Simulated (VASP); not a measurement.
Calculation: PBEsol GGA, VASP's PBE PAW potentials (set 64) (plane waves; VASP).

The input files of a VASP run:

POSCAR:
```
SrO
1.0
  0.0000000000   2.3996007352   2.3996007352
  2.3996007352   0.0000000000   2.3996007352
  2.3996007352   2.3996007352   0.0000000000
Sr O
1 1
Cartesian
  0.0000000000   0.0000000000   0.0000000000
  2.3996007352   2.3996007352   2.3996007352
```

INCAR:
```
! general
SYSTEM  = SrO
PREC    = Accurate
ENCUT   = 620   ! plane-wave cut-off (eV)
LREAL   = .FALSE.   ! projection in real space or not
LASPH   = .TRUE.   ! aspherical one-centre terms

! electronic loop
EDIFF   = 1E-6   ! SCF stop (eV)
NELM    = 100   ! most electronic steps
ALGO    = Normal
LMAXMIX = 4

! smearing
ISMEAR  = 0   ! Gaussian
SIGMA   = 0.05

! functional
GGA     = PS

! ions
IBRION  = 2   ! conjugate gradients
NSW     = 40
ISIF    = 3   ! ions, shape and volume
EDIFFG  = -0.02
PSTRESS = 450   ! kbar

! output
LWAVE   = .FALSE.
LCHARG  = .FALSE.
```

File KPOINTS:
```
Regular mesh
0
Gamma
  9 9 9
```

POTCAR, in this order: Sr_sv O (PBE.64 set). Program: vasp_std.

Energy and stress use the plane-wave basis of the starting cell.

Problem. What does the run give for the energy per atom (σ→0), volume per atom?

Solution. 
- energy per atom (σ→0) = -5888 meV/atom
- volume per atom = 13.00 Å^3/atom

File OSZICAR:
```
...
DAV:   1    -0.117768588862E+02    0.16754E-01   -0.12992E-02  1160   0.112E+00    0.332E-01
DAV:   2    -0.117763669119E+02    0.49197E-03   -0.14311E-03   932   0.335E-01    0.932E-02
DAV:   3    -0.117762776666E+02    0.89245E-04   -0.27762E-04  1448   0.163E-01    0.107E-01
DAV:   4    -0.117762742019E+02    0.34647E-05   -0.50548E-05  1388   0.561E-02    0.720E-02
DAV:   5    -0.117762855859E+02   -0.11384E-04   -0.12380E-05  1296   0.248E-02    0.152E-02
DAV:   6    -0.117762878824E+02   -0.22965E-05   -0.23849E-06   996   0.120E-02    0.325E-03
DAV:   7    -0.117762878244E+02    0.57966E-07   -0.21354E-07   420   0.329E-03
   4 F= -.44739279E+01 E0= -.44739279E+01  d E =-.808531E-01
```

The structure was generated: SrO was put into the rock salt type (Fm-3m), which need not be its known phase. This run relaxes it under an external pressure of 45 GPa. Symmetry was kept, so distortions that lower it aren't found.
